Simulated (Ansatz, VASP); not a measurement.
# Si54N71 (V_N1) in two plane-wave programs

One calculation is typed for both programs; each brings its own data sets. How far apart do they land? The cell is taken from a series of runs on this material, whose earlier steps may have relaxed, scaled, displaced or heated it; both programs get it as it stands.

Main program and level: Ansatz 0.2.0; plane waves, with VASP 6.6.1 beside it; PBEsol.

### Step 1. Starting point

The cell holds 125 atoms: 54 Si and 71 N. Cell: a = 13.206 Å, b = 13.206 Å, c = 8.731 Å, α = 90.0°, β = 90.0°, γ = 120.0°. It derives from Si3N4 (Si3N4 (P6_3/m)). Nearest the centre at fractional (0.576, 0.453, 0.583): Si53 at 1.73 Å, Si35 at 1.73 Å, Si32 at 1.81 Å, N80 at 2.75 Å, N122 at 2.78 Å, N99 at 2.78 Å, N115 at 2.78 Å, N92 at 2.78 Å.

### Step 2. Ansatz: single point, PBEsol

Ansatz runs on its PAW soft_1 files.

A single point takes one fixed geometry, so differences don't come from the geometry; what else differs is listed under the comparison.

Input file input.yaml:

```yaml
crystal:
  checkpoint: "../qp2_M1.relax_smeared.run"
  host: checkpoint
basis:
  ecutwfc: 420
  xc_grid: 2
hamiltonian:
  xc: pbesol
  pseudopotentials: { kind: paw, azcp: { folder: soft_1 }, xc_functional: pbe }
kpoints:
  mp_grid: { grid: [2, 2, 2], shift: [0.5, 0.5, 0.5] }
scf:
  occupations: { method: fermi_dirac, width: 0.01 }
  max_iter: 80
output:
  forces: true
  eigenvalues: true
  charged_corrections: { defect_position: [0.576408, 0.453208, 0.583333] }
checkpoint:
  read: "../qp2_M1.relax_smeared.run"
  write: "../qp2_M1.point_neutral.run"
  compress: false
  write_wavefunctions: false
  write_every: 100000
magnetization:
  spin_polarized: true
  initial_magnetization: 1
  spin_locking: { lock_magnetization: hard }
```

Command:

```console
$ ansatz run input.yaml --threads 8 --pin off --max-ram 22609MiB --backend cpu --events-out ev --progress --plain --runs-dir out
```

Numbers of over 12 decimals in the logs are rounded to 6 here.

What it wrote:

```text
checkpoint.read: neither the saved density nor the saved orbitals are used: the state is of another total charge, and does not settle where this run's electrons and spins go. The run starts from its atoms. Which states do: the manual's quickstart, A charge series.
crystal.checkpoint: the structure is that of <dir>, a `relax` run, at its step 7: its result, under pbesol at a charge of 2 e; 125 atoms read, 0 with a starting moment; this deck's charge is 0 e; no density is read with it (checkpoint.read); crystal.structure_sha256 for this input is
Engine: ansatz 0.2.0, aarch64-unknown-linux-gnu
Pseudopotentials: kind: paw
Pseudopotential: Si, paw, valence charge 4, recommended cutoff 420 eV (normal), soft_1/Si.paw.azcp
Pseudopotential: N, paw, valence charge 5, recommended cutoff 420 eV (normal), soft_1/N.paw.azcp
Functional definition: PBEsol
  exchange = pbesol_x
  correlation = pbesol_c
Crystal: 125 atoms, lattice volume = 1318.628 Å³
Basis set: ecut = 420 eV, 25805 PW (Γ), exchange–correlation on 180×180×120 points (8 copies of the dense FFT grid, shifted against one another)
Bands: 411, of which v1, the nominal top of the filled ones, is band 286 counted from 1 (285 counted from 0)
Symmetry: 1 space group operations
Space group: P1 (ITA 1), of the structure as read, at distance tolerance 1.1e-4 Å
Magnetic group: BNS 1.1 (UNI 1), of the structure as read, at distance tolerance 1.1e-4 Å
k-points: 4 of 8 (time reversal used)
Non-local potential: Si, projectors of the file, l = 0: 2, l = 1: 2, l = 2: 1
Non-local potential: N, projectors of the file, l = 0: 2, l = 1: 2, l = 2: 1
PAW form: soft (Blöchl's): semilocal exchange-correlation on the pseudo side does not see the compensation charge
PAW frozen core: Si, regenerated for the run's functional, and the local potential with it (the file was generated under x = pbe(κ = 0.804, μ = 0.219515), c = pbe(β = 0.066725))
PAW frozen core: N, regenerated for the run's functional, and the local potential with it (the file was generated under x = pbe(κ = 0.804, μ = 0.219515), c = pbe(β = 0.066725))
PAW one-centre angular grid: Si, 110 points (default); XC on 64 Gauss nodes
PAW one-centre angular grid: N, 110 points (default); XC on 64 Gauss nodes
Initial density: superposition of atomic densities (chi_scale 0.1, normalization cell, long waves kept (reshape's long-wave potential 0.15 eV rms))
Starting moments: Σ|m| = 1 μB on 125 of 125 sites
Initial wavefunctions: pseudopotential atomic-orbital guess
Functional: x = pbesol(κ = 0.804, μ = 0.123457), c = pbesol(β = 0.046)
SCF iter   1: F=—  HF=-60673.008654 eV  |F-HF|=—  |Δ(HF+E_count)|=         —  Δρ=7.33e-2 (↑7.30e-2 ↓7.33e-2)  dr2=2.97e2  dr2_m=9.39e-2  M=1.000 μB ∫|m|=1.024 μB  β_m=0.30  ethr=3.10e-3  ⟨swp⟩=6.0  Hψ=14916  notcnv=0  defer=379
preconditioner: auto → Resta (q_TF=auto, 2.373 Å⁻¹)  ε∞=3.6  [insulator: Δε(μ)=0.092 eV  Ē_g=15.242 eV  σ=0.010 eV  W_gap=0.98  n_scr=282 (ndim 8)  ℏωp=24.4 eV  f_vac=0.009  D(μ)=1.77/eV (n_scr^D=0)  ε∞_Penn≈3.6]
spin=Collinear: Resta preconditioning applied to the charge; magnetization (m = ρ↑ − ρ↓) channel mixes plain (no charge-response kernel on spin).
SCF iter   2: F=—  HF=-60601.358688 eV  |F-HF|=—  |Δ(HF+E_count)|=    7.16e1  Δρ=3.73e-2 (↑3.71e-2 ↓3.73e-2)  dr2=7.45e1  dr2_m=4.62e-2  M=1.000 μB ∫|m|=1.017 μB  β_m=0.44  ethr=3.10e-3  ⟨swp⟩=3.0  Hψ=6136  notcnv=0  defer=956
SCF iter   3: F=—  HF=-60580.470068 eV  |F-HF|=—  |Δ(HF+E_count)|=    2.09e1  Δρ=1.39e-2 (↑1.39e-2 ↓1.38e-2)  dr2=5.34e0  dr2_m=6.75e-3  M=1.000 μB ∫|m|=1.369 μB  β_m=0.70  ethr=3.10e-3  ⟨swp⟩=3.8  Hψ=5344  notcnv=0  defer=954
SCF iter   4: F=—  HF=-60579.613859 eV  |F-HF|=—  |Δ(HF+E_count)|=   8.56e-1  Δρ=1.78e-3 (↑1.72e-3 ↓1.78e-3)  dr2=1.46e-1  dr2_m=4.62e-3  M=1.000 μB ∫|m|=1.218 μB  β_m=0.73  ethr=9.36e-4  ⟨swp⟩=3.0  Hψ=4260  notcnv=0  defer=954
SCF iter   5: F=—  HF=-60579.640927 eV  |F-HF|=—  |Δ(HF+E_count)|=   2.71e-2  Δρ=6.99e-4 (↑6.99e-4 ↓6.78e-4)  dr2=3.17e-2  dr2_m=5.80e-4  M=1.000 μB ∫|m|=1.100 μB  β_m=0.78  ethr=2.55e-5  ⟨swp⟩=4.1  Hψ=4330  notcnv=0  defer=954
SCF iter   6: F=—  HF=-60579.653717 eV  |F-HF|=—  |Δ(HF+E_count)|=   1.28e-2  Δρ=5.09e-4 (↑5.09e-4 ↓3.11e-4)  dr2=1.15e-2  dr2_m=4.77e-4  M=1.000 μB ∫|m|=1.062 μB  β_m=0.81  ethr=5.55e-6  ⟨swp⟩=4.0  Hψ=4248  notcnv=0  defer=954
SCF iter   7: F=—  HF=-60579.657717 eV  |F-HF|=—  |Δ(HF+E_count)|=   4.00e-3  Δρ=2.28e-4 (↑2.28e-4 ↓1.35e-4)  dr2=2.36e-3  dr2_m=1.08e-4  M=1.000 μB ∫|m|=1.047 μB  β_m=0.81  ethr=2.01e-6  ⟨swp⟩=3.0  Hψ=4143  notcnv=0  defer=954
SCF iter   8: F=—  HF=-60579.658920 eV  |F-HF|=—  |Δ(HF+E_count)|=   1.20e-3  Δρ=9.88e-5 (↑9.88e-5 ↓5.49e-5)  dr2=3.91e-4  dr2_m=2.24e-5  M=1.000 μB ∫|m|=1.041 μB  β_m=0.78  ethr=4.13e-7  ⟨swp⟩=2.0  Hψ=4118  notcnv=0  defer=954
[...]
k-point 2 ↑: bands = [... 282 lower, 7.7927, 7.8793, 7.9669, 11.1007, 11.1745, 12.5616, 12.6399, 12.6734, ... 121 higher]
  k-point 3 ↓: bands = [... 282 lower, 7.8323, 7.9215, 8.1328, 11.3202, 11.8212, 12.5854, 12.6614, 12.7136, ... 121 higher]
```

### Step 3. VASP: single point, PBEsol

The same cell, functional, mesh and smearing now go to VASP, with its own data sets.

Lines of VASP's logs that name or quote its potential files are left out, and so is its time.

Input file INCAR:

```
SYSTEM = Si54N71
PREC = Accurate
ENCUT = 520
EDIFF = 1E-06
NELM = 200
ISMEAR = -1
SIGMA = 0.01
LREAL = Auto
ALGO = Normal
GGA = PS
NBANDS = 384
ISPIN = 2
MAGMOM = 0 0 0 0 0 0 0 0 0 -0 0 0 0 0 0 0 0.01 0 -0 0 -0 0 0 0 0 0 0 0 0 0 0 0 0 0 0.06 0 0 0 0 0 0 0 0 0 0 -0 0 0 0 0 0 0 0.07 0 0 -0 0 0 0 -0 0 0 0 0 -0 0 0 -0 0 0 -0 0 0 0 0 0 0.03 0 0 0 0 0 0 0.01 -0 -0 -0 0 0 -0 0 0.01 0 -0 -0 -0 0 0 0.01 0 0 0 -0 0 0 0 0.01 0 0 0 0 0 -0 0 0.01 0 0 -0 0 0 0 0.01 0 0.03 0
LORBIT = 11
LWAVE = .FALSE.
LCHARG = .FALSE.
ISIF = 2
ISYM = 0
NUPDOWN = 1
LASPH = .TRUE.
GGA_COMPAT = .FALSE.
KPAR = 4
```

Input file POSCAR:

```
Si54N71
1.0
   11.4366858822      6.6029736727      0.0000000000
  -11.4366858822      6.6029736727      0.0000000000
    0.0000000000      0.0000000000      8.7307673276
Si N
54 71
Direct
    0.0186929949      0.8064482601      0.2501473040
    0.3528718203      0.4730293251      0.2498248883
[... 9 atom lines left out ...]
    0.8584062475      0.5445827236      0.2497215932
[... 1 atom line left out ...]
    0.4537900960      0.3143353301      0.2490369514
[... 2 atom lines left out ...]
    0.6467896616      0.5277739800      0.0831196245
[... 2 atom lines left out ...]
    0.3524966904      0.4753429479      0.5833057808
    0.6872419614      0.1400173657      0.5829979910
[... 1 atom line left out ...]
    0.5451427896      0.6865660073      0.4167431267
    0.8796060409      0.3524736022      0.4163367614
[... 1 atom line left out ...]
    0.4748067471      0.1199377762      0.4165825326
    0.8066191294      0.7869860224      0.4172263203
    0.1936333998      0.2132714362      0.5832347510
[... 1 atom line left out ...]
    0.8604613352      0.5453580010      0.5830519512
[... 1 atom line left out ...]
    0.4490251087      0.3087611214      0.5831330803
[... 2 atom lines left out ...]
    0.6463002045      0.5268495536      0.4178098744
[... 2 atom lines left out ...]
    0.3528963856      0.4730769189      0.9168086450
[... 2 atom lines left out ...]
    0.5452185106      0.6866028591      0.7497600169
    0.8796596155      0.3524919659      0.7496599471
[... 1 atom line left out ...]
    0.4747835102      0.1199119129      0.7496186813
    0.8065675989      0.7869314864      0.7494042954
[... 2 atom lines left out ...]
    0.8584513000      0.5446464347      0.9163876298
[... 1 atom line left out ...]
    0.4537998631      0.3143614946      0.9172897020
[... 2 atom lines left out ...]
    0.6463235543      0.5269248216      0.7483877347
[... 2 atom lines left out ...]
    0.3333724680      0.3330418891      0.2505079814
[... 3 atom lines left out ...]
    0.6661170537      0.6669973909      0.0832330800
[... 7 atom lines left out ...]
    0.4573434207      0.2434987746      0.0831456457
[... 6 atom lines left out ...]
    0.7849740647      0.5421326303      0.0830696631
[... 1 atom line left out ...]
    0.5757084983      0.4536140951      0.2508377550
[... 1 atom line left out ...]
    0.9995327073      0.6664468816      0.5832443175
    0.3356167800      0.3360393406      0.5831922515
[... 3 atom lines left out ...]
    0.6652999474      0.6656653597      0.4189576836
    0.2134170037      0.4570129701      0.5833851692
    0.5477149107      0.1229951917      0.5830913280
    0.8793860794      0.7884319381      0.5833224066
[... 1 atom line left out ...]
    0.4247824248      0.5458931270      0.4169716625
[... 2 atom lines left out ...]
    0.4611501582      0.2461073359      0.4174870384
[... 1 atom line left out ...]
    0.2128383273      0.0922798863      0.5831729604
    0.5422673062      0.7567862474      0.5832484317
    0.8774215599      0.4233206168      0.5829899456
[... 2 atom lines left out ...]
    0.7832992442      0.5395853050      0.4186981407
[... 3 atom lines left out ...]
    0.3333949535      0.3330936737      0.9159760725
[... 3 atom lines left out ...]
    0.6653252594      0.6657246990      0.7473202084
[... 4 atom lines left out ...]
    0.4248235735      0.5459102619      0.7496132040
[... 2 atom lines left out ...]
    0.4611576788      0.2461180502      0.7488148518
[... 6 atom lines left out ...]
    0.7833430562      0.5396694419      0.7474282313
[... 1 atom line left out ...]
    0.5757360085      0.4536241063      0.9153921681
    0.9101533880      0.1197700375      0.9164244059
```

Input file KPOINTS:

```
Points of the shifted mesh
8
Reciprocal
 0.2500000000  0.2500000000  0.2500000000 1
 0.2500000000  0.2500000000  0.7500000000 1
 0.2500000000  0.7500000000  0.2500000000 1
 0.2500000000  0.7500000000  0.7500000000 1
 0.7500000000  0.2500000000  0.2500000000 1
 0.7500000000  0.2500000000  0.7500000000 1
 0.7500000000  0.7500000000  0.2500000000 1
 0.7500000000  0.7500000000  0.7500000000 1
```

Potentials, in the order of the species: Si and N (PBE family, release 64).

Command:

```console
$ mpirun -np 16 vasp_std
```

What it wrote:

```text
[banner, memory and clock lines left out]
running   16 mpi-ranks, on    1 nodes
[...]
|                                                                             |
|           W    W    AA    RRRRR   N    N  II  N    N   GGGG   !!!           |
|           W    W   A  A   R    R  NN   N  II  NN   N  G    G  !!!           |
|           W    W  A    A  R    R  N N  N  II  N N  N  G       !!!           |
|           W WW W  AAAAAA  RRRRR   N  N N  II  N  N N  G  GGG   !            |
|           WW  WW  A    A  R   R   N   NN  II  N   NN  G    G                |
|           W    W  A    A  R    R  N    N  II  N    N   GGGG   !!!           |
|                                                                             |
|     For optimal performance we recommend to set                             |
|       NCORE = 2 up to number-of-cores-per-socket                            |
|     NCORE specifies how many cores store one orbital (NPAR=cpu/NCORE).      |
|     This setting can greatly improve the performance of VASP for DFT.       |
[...]
|                                                                             |
|     You enforced a specific xc type in the INCAR file but a different       |
|     [... a line on the potential file left out ...]
|     I HOPE YOU KNOW WHAT YOU ARE DOING!                                     |
|                                                                             |

 LDA part: xc-table for (Slater+PW92), standard interpolation
 POSCAR, INCAR and KPOINTS ok, starting setup
[...]
entering main loop
       N       E                     dE             d eps       ncg     rms          rms(c)
DAV:   1     0.265079443125E+04    0.26508E+04   -0.28094E+05 12360   0.138E+03
DAV:   2    -0.941898366914E+03   -0.35927E+04   -0.34460E+04 14968   0.296E+02
DAV:   3    -0.120322026483E+04   -0.26132E+03   -0.25905E+03 15000   0.813E+01
DAV:   4    -0.120907650566E+04   -0.58562E+01   -0.58273E+01 15464   0.124E+01
[...]
DAV:  22    -0.106867563763E+04   -0.11996E-04   -0.23444E-05 13792   0.773E-03    0.654E-03
DAV:  23    -0.106867564197E+04   -0.43328E-05   -0.92599E-06 13976   0.441E-03    0.349E-03
DAV:  24    -0.106867564236E+04   -0.39699E-06   -0.10459E-06 10408   0.173E-03
   1 F= -.10686756E+04 E0= -.10686744E+04  d E =-.243611E-02  mag=     1.0000
```

From OUTCAR (step 3):

```text
 magnetization (x)
# of ion       s       p       d       tot
------------------------------------------
    1        0.000   0.000   0.000   0.000
    2        0.000   0.000   0.000   0.000
    3        0.000   0.000   0.000   0.000
    4        0.000   0.000   0.000   0.000
    5        0.000   0.000   0.000   0.000
    6        0.000   0.000   0.000   0.000
[...]
123        0.000   0.000   0.000   0.000
  124        0.010   0.022   0.000   0.032
  125        0.000   0.000   0.000   0.000
--------------------------------------------------
tot          0.175   0.304   0.000   0.479
```

The run ends at a pressure of 0.35 GPa, with forces up to 2.3 eV/Å.

### Step 4. Side by side

Known differences besides the potentials themselves: VASP starts from the moments at which Ansatz ended; the cutoff is 420 eV in Ansatz and 520 eV in VASP (PREC = Accurate, projectors in real space); Ansatz makes its cores anew for this functional, VASP keeps those of its PBE data sets; site moments are counted in spheres of each program's own size. Total energies have different zeros and are not compared.

Compared:

```
                             quantity  Ansatz  VASP  difference
total moment, fixed by the input (μB)    1.00  1.00        0.00
                  moment on Si53 (μB)    0.07  0.15       -0.09
                  moment on Si35 (μB)    0.06  0.15       -0.08
```

Forces on 9 of the 125 atoms, those with the largest forces and the largest differences (eV/Å; atoms numbered as in POSCAR):

```csv
atom,"Ansatz x, y, z","VASP x, y, z"
Si17,"0.196, -1.056, -0.002","0.200, -1.057, -0.003"
Si32,"-0.307, 2.242, -0.044","-0.305, 2.263, -0.041"
Si35,"-0.026, -2.072, 0.566","-0.024, -2.083, 0.566"
Si53,"-0.010, -2.026, -0.551","-0.007, -2.039, -0.552"
N77,"0.009, 0.253, -1.411","0.009, 0.248, -1.419"
N92,"0.518, -0.679, -0.272","0.526, -0.681, -0.284"
N107,"-0.600, 0.866, 0.258","-0.599, 0.866, 0.254"
N115,"0.490, -0.649, 0.251","0.498, -0.651, 0.264"
N124,"0.004, 0.247, 1.405","0.004, 0.243, 1.413"
```

The forces differ by 3.1 meV/Å r.m.s., which is 1.0 % of the r.m.s. force of 0.308 eV/Å (both taken over all components). The total moments and the pattern agree; the site moments differ because the programs count them in spheres of different size.

### Step 5. Results

* r.m.s. force difference (single point, PBEsol): 1.0 % of the r.m.s. force

The r.m.s. force difference is 1.0 % of the r.m.s. force (single point, PBEsol), within the 3 % picked in this series as the mark of a large difference. How closely two codes agree says nothing of how well the functional describes the real material.

[Lines on the potential files, build, host, timing and source positions are cut from VASP's logs without a mark.]

[Logs are printed without paths, hosts, clocks, repeated set-up lines and the standing remarks that a program may print on its own settings, such as how far it seeks lower states.]

[Hosts, paths, dates, database ids (printed as entryN), source tags and the programs' standing remarks are cut or masked in the printed files.]
